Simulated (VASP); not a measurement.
Given:

```xyz
2
Lattice="2.7868 0.0000 0.0000 0.0000 2.7868 0.0000 0.0000 0.0000 2.7868" Properties=species:S:1:pos:R:3 pbc="T T T"
Fe     0.0000     0.0000     0.0000
Co     1.3934     1.3934     1.3934
```

The numbers are results of PBE GGA, VASP's PBE PAW potentials (set 64) (plane waves; VASP), not measurements. Settings: 300 eV cut-off, 16×16×16 Γ-centred mesh, Gaussian smearing of 0.050 eV, potentials Fe Co.

The run has a spin-polarised start.

Question: Give the spin-up energies of bands 1 to 12 at the high-symmetry points, in eV from the Fermi level.

Answer: 
```json
[
 {"band": "1", "Γ": "-9.40", "X": "-5.53", "M": "-5.90", "R": "-4.24"},
 {"band": "2", "Γ": "-5.73", "X": "-5.50", "M": "-5.71", "R": "-4.24"},
 {"band": "3", "Γ": "-5.73", "X": "-3.88", "M": "-4.28", "R": "-4.24"},
 {"band": "4", "Γ": "-3.20", "X": "-3.86", "M": "-4.28", "R": "-3.99"},
 {"band": "5", "Γ": "-3.20", "X": "-2.80", "M": "-2.01", "R": "-3.99"},
 {"band": "6", "Γ": "-3.20", "X": "-2.80", "M": "-1.94", "R": "-3.99"},
 {"band": "7", "Γ": "-1.98", "X": "-2.70", "M": "-1.82", "R": "-1.91"},
 {"band": "8", "Γ": "-1.98", "X": "-2.70", "M": "-1.64", "R": "-1.91"},
 {"band": "9", "Γ": "-0.79", "X": "-2.02", "M": "-0.52", "R": "-1.60"},
 {"band": "10", "Γ": "-0.79", "X": "-2.02", "M": "-0.52", "R": "-1.60"},
 {"band": "11", "Γ": "-0.79", "X": "-0.81", "M": "-0.18", "R": "8.04"},
 {"band": "12", "Γ": "9.51", "X": "-0.43", "M": "-0.18", "R": "8.04"}
]
```

Question: Give the spin-down energies of bands 1 to 12 at the high-symmetry points, in eV from the Fermi level.

Answer: 
```json
[
 {"band": "1", "Γ": "-9.24", "X": "-5.00", "M": "-4.51", "R": "-2.87"},
 {"band": "2", "Γ": "-3.90", "X": "-4.83", "M": "-4.49", "R": "-2.87"},
 {"band": "3", "Γ": "-3.90", "X": "-1.90", "M": "-2.56", "R": "-2.87"},
 {"band": "4", "Γ": "-1.33", "X": "-1.36", "M": "-2.56", "R": "-2.47"},
 {"band": "5", "Γ": "-1.33", "X": "-1.28", "M": "-0.07", "R": "-2.47"},
 {"band": "6", "Γ": "-1.33", "X": "-1.28", "M": "-0.07", "R": "-2.47"},
 {"band": "7", "Γ": "0.78", "X": "-0.46", "M": "0.48", "R": "0.60"},
 {"band": "8", "Γ": "0.78", "X": "-0.40", "M": "0.56", "R": "0.60"},
 {"band": "9", "Γ": "1.58", "X": "-0.40", "M": "0.78", "R": "1.55"},
 {"band": "10", "Γ": "1.58", "X": "0.65", "M": "1.50", "R": "1.55"},
 {"band": "11", "Γ": "1.58", "X": "1.25", "M": "1.82", "R": "8.82"},
 {"band": "12", "Γ": "9.79", "X": "2.20", "M": "1.82", "R": "8.82"}
]
```

It has no gap at this level: it comes out as a metal or semimetal.

The structure comes from a computed database's FeCo entry; how it stands against other phases isn't given here. The cell was not relaxed at this level.
